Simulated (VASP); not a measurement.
VASP ran on this input.

INCAR:
```
! general
SYSTEM  = GaN
PREC    = Accurate
ENCUT   = 600   ! plane-wave cut-off (eV)
LREAL   = F   ! projection in real space or not
LASPH   = T   ! aspherical one-centre terms

! electronic loop
EDIFF   = 1E-7   ! SCF stop (eV)
NELM    = 100
ALGO    = Normal   ! blocked Davidson
LMAXMIX = 4   ! l cut-off of mixed one-centre charges

! smearing
ISMEAR  = 0   ! Gaussian
SIGMA   = 0.05

! functional
GGA     = PS   ! PBEsol

! ions
ISIF    = 2

! output
LWAVE   = F
LCHARG  = F
```

**POSCAR**
```
GaN
1.0
  0.0000000000   2.2476657336   2.2476657336
  2.2476657336   0.0000000000   2.2476657336
  2.2476657336   2.2476657336   0.0000000000
Ga N
1 1
Direct
  0.0000000000   0.0000000000   0.0000000000
  0.2333160245   0.2666839755   0.2666839755
```

KPOINTS:
```
K-points
0
Gamma
  10 10 10
```

POTCAR, in this order: Ga_d N (PBE.64 set). Program: vasp_std.

Translate this PBEsol calculation to Quantum ESPRESSO's pw.x.

One equivalent input (not run):
```
&CONTROL
  calculation = 'scf'
  pseudo_dir = './pseudo'
  outdir = './out'
  tprnfor = .true.
  tstress = .true.
/
&SYSTEM
  ibrav = 0
  nat = 2
  ntyp = 2
  ecutwfc = 84
  occupations = 'smearing'
  smearing = 'gaussian'
  degauss = 0.003675
  input_dft = 'pbesol'
/
&ELECTRONS
  conv_thr = 7.3e-09
  electron_maxstep = 100
/
ATOMIC_SPECIES
  Ga 69.723 Ga.upf
  N 14.007 N.upf
CELL_PARAMETERS angstrom
     0.0000000    2.2476657    2.2476657
     2.2476657    0.0000000    2.2476657
     2.2476657    2.2476657    0.0000000
ATOMIC_POSITIONS crystal
  Ga   0.0000000  0.0000000  0.0000000
  N    0.2333160  0.2666840  0.2666840
K_POINTS automatic
  10 10 10 0 0 0
```
What does not carry over: the potentials are each code's own (VASP's PAW set, PseudoDojo norm-conserving files in pw.x), so ENCUT and ecutwfc are chosen apart and not converted; conv_thr bounds pw.x's estimated SCF error, while EDIFF bounds the energy change between steps.

The compound is GaN in the zinc blende structure, a metastable form; wurtzite is the usual one. This cell was strained or had an atom moved on purpose.
